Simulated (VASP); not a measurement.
Consider the following.

```xyz
4
Lattice="-2.0770 2.0770 3.9756 2.0770 -2.0770 3.9756 2.0770 2.0770 -3.9756" Properties=species:S:1:pos:R:3 pbc="T T T"
Al     0.0000     0.0000     0.0000
Ga     0.0000     2.0770     1.9878
Ga     2.0770     0.0000     1.9878
Ga     0.0000     0.0000     3.9756
```

Calculation: PBEsol GGA, VASP's PBE PAW potentials (set 64) (plane waves; VASP). Numerical set-up: 400 eV cut-off, 12×12×12 Γ-centred mesh, tetrahedra with Blöchl corrections, potentials Al Ga_d.

The cores are frozen, which limits the accuracy of field gradients.

Question: Give the principal components of the electric field gradient (V/Å²) and the asymmetry η at each nucleus.

Answer: 
```json
[
 {"atom": "Al1", "Vxx": "1.8", "Vyy": "1.8", "Vzz": "-3.6", "η": "0.00"},
 {"atom": "Ga2", "Vxx": "5.6", "Vyy": "5.6", "Vzz": "-11.2", "η": "0.00"},
 {"atom": "Ga3", "Vxx": "5.6", "Vyy": "5.6", "Vzz": "-11.2", "η": "0.00"},
 {"atom": "Ga4", "Vxx": "-6.6", "Vyy": "-6.5", "Vzz": "13.1", "η": "0.00"}
]
```

The structure comes from a computed database's AlGa3 entry (I4/mmm); how it stands against other phases isn't given here. It was relaxed first.
